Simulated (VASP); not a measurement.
A VASP calculation is set up with these files.

### POSCAR
```
CsI
1
    4.5700000000     0.0000000000     0.0000000000
    0.0000000000     4.5700000000     0.0000000000
    0.0000000000     0.0000000000     4.5700000000
Cs I
1 1
Direct
  0.0027430000   0.0001390000   0.0077690000
  0.4972570000   0.4998610000   0.4922310000
```

File KPOINTS:
```
kpoints
0
G
4 4 4
0 0 0
```

**INCAR**
```
SYSTEM = CsI
PREC = Accurate; ENCUT = 300; LREAL = .False.
LASPH = .True.
EDIFF = 1E-6; NELM = 100; ALGO = Normal
LMAXMIX = 4
ISMEAR = -1; SIGMA = 0.02
GGA = PE; GGA_COMPAT = .False.
MAGMOM = 6*0.0; LSORBIT = .True.; LNONCOLLINEAR = .True.
ISIF = 2
LWAVE = .False.; LCHARG = .False.; LORBIT = 11
```

POTCAR, in this order: Cs_sv I (PBE.64 set). Program: vasp_ncl.

Problem. Translate this PBE+SOC calculation to Quantum ESPRESSO's pw.x.

Solution. One equivalent input (not run):
```
&CONTROL
  calculation = 'scf'
  pseudo_dir = './pseudo'
  outdir = './out'
  tprnfor = .true.
  tstress = .true.
/
&SYSTEM
  ibrav = 0
  nat = 2
  ntyp = 2
  ecutwfc = 70
  occupations = 'smearing'
  smearing = 'fermi-dirac'
  degauss = 0.00147
  input_dft = 'pbe'
  noncolin = .true.
  lspinorb = .true.
/
&ELECTRONS
  conv_thr = 7.3e-08
  electron_maxstep = 100
/
ATOMIC_SPECIES
  Cs 132.905 Cs.upf
  I 126.904 I.upf
CELL_PARAMETERS angstrom
     4.5700000    0.0000000    0.0000000
     0.0000000    4.5700000    0.0000000
     0.0000000    0.0000000    4.5700000
ATOMIC_POSITIONS crystal
  Cs   0.0027430  0.0001390  0.0077690
  I    0.4972570  0.4998610  0.4922310
K_POINTS automatic
  4 4 4 0 0 0
```
The two are equivalent in intent, not identical: the potentials are each code's own (VASP's PAW set, PseudoDojo norm-conserving files, fully relativistic, in pw.x), so ENCUT and ecutwfc are chosen apart and not converted; conv_thr bounds pw.x's estimated SCF error, while EDIFF bounds the energy change between steps.

The structure is a typed CsI crystal. The cell was not relaxed at this level, atoms are displaced from their ideal sites. The run is one of a series of settings (GGA_COMPAT = .FALSE., LNONCOLLINEAR = .TRUE., LSORBIT = .TRUE., MAGMOM = 0.0 0.0 0.0 0.0 0.0 0.0, program vasp_ncl against the base run), some of them coarse on purpose.
